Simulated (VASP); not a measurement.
Crystal: Na2ZrS2.

```
CELL_PARAMETERS angstrom
-2.47618 2.47618 4.04035
2.47618 -2.47618 4.04035
2.47618 2.47618 -4.04035
ATOMIC_POSITIONS crystal
Na 0.35677 0.35677 0.00000
Na 0.64323 0.64323 0.00000
Zr 0.00000 0.00000 0.00000
S 0.75000 0.25000 0.50000
S 0.25000 0.75000 0.50000
```

The cell was built by a generator and needn't be a form met in nature.

| Property | Result |
| --- | --- |
| Program | VASP 6.6.1 |
| Task | relaxation of cell and atoms |
| Functional | PBE |
| Dispersion | D3 |
| Potentials or basis | VASP PAW PBE potentials, release 64 (Na_pv, Zr_sv, S) |
| Cutoff | 600 eV |
| k mesh | 6 × 6 × 6 |
| Occupations | fermi-dirac, width 0.05 eV |
| Spin | no spin polarisation |

At the start: pressure -3.1 GPa; volume 19.82 Å³/atom.

Problem. How do energy, volume and symmetry change on relaxing?

Solution. Over 7 steps the energy falls by 15.5 meV/atom and the volume is 18.52 Å³/atom (-6.5 %); space group I4/mmm (No. 139, to 0.05 Å).

Step by step:
```csv
step,energy change (eV),largest force (eV/Å),pressure (GPa),volume (Å³)
1,0.0000,0.1044,-3.13,99.09
2,-0.0688,0.2569,-0.28,93.63
3,-0.0692,0.2694,-0.02,93.23
4,-0.0753,0.1491,0.01,92.86
5,-0.0775,0.0124,0.07,92.48
6,-0.0775,0.0183,0.06,92.49
7,-0.0776,0.0033,-0.01,92.61
```

Final structure:
```
Na Zr S
1.0
    -2.41139    2.41139    3.98153
     2.41139   -2.41139    3.98153
     2.41139    2.41139   -3.98153
Na Zr S
2 1 2
Direct
  0.36100 0.36100 0.00000
  0.63900 0.63900 0.00000
  0.00000 0.00000 0.00000
  0.75000 0.25000 0.50000
  0.25000 0.75000 0.50000
```

Caveat: pairwise dispersion overbinds metals, which lowers pressure and volume.
